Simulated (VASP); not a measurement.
These are PBE GGA with D3 dispersion (zero damping), VASP's PBE PAW potentials (set 64) (plane waves; VASP) values and carry that method's errors.

The input files of a VASP run:

File KPOINTS:
```
K-points
0
Gamma
  11 11 11
0 0 0
```

POSCAR:
```
Eu
1.0
 -2.1950930028   2.1950930028   2.1950930028
  2.1950930028  -2.1950930028   2.1950930028
  2.1950930028   2.1950930028  -2.1950930028
Eu
1
Cart
  2.1950930028   2.1950930028   2.1950930028
```

INCAR:
```
SYSTEM = Eu
PREC = Accurate
ENCUT = 520
EDIFF = 1E-6
NELM = 100
ALGO = Normal
LREAL = .FALSE.
LASPH = .TRUE.
ISMEAR = 1
SIGMA = 0.1
GGA = PE
IVDW = 11
LMAXMIX = 6
LWAVE = .FALSE.
LCHARG = .FALSE.
IBRION = 2
ISIF = 3
NSW = 60
EDIFFG = -0.01
```

POTCAR, in this order: Eu_2 (PBE.64 set). Program: vasp_std.

**Question.** What will the output report for the number of irreducible k-points (NKPTS), largest plane-wave count, number of space-group operations, FFT grid (NGX, NGY, NGZ)?

**Answer.** 
* **number of irreducible k-points (NKPTS)**: 56
* **largest plane-wave count**: 1157
* **number of space-group operations**: 48
* **FFT grid (NGX, NGY, NGZ)**: 28 × 28 × 28

The compound is Eu in the bcc structure. This run relaxes it. Symmetry was kept, so distortions that lower it aren't found. The start is the result of an earlier pass. The 4f electrons are frozen in the core of the lanthanide potential, so 4f levels, which can set the real gap, and their magnetism are missing.
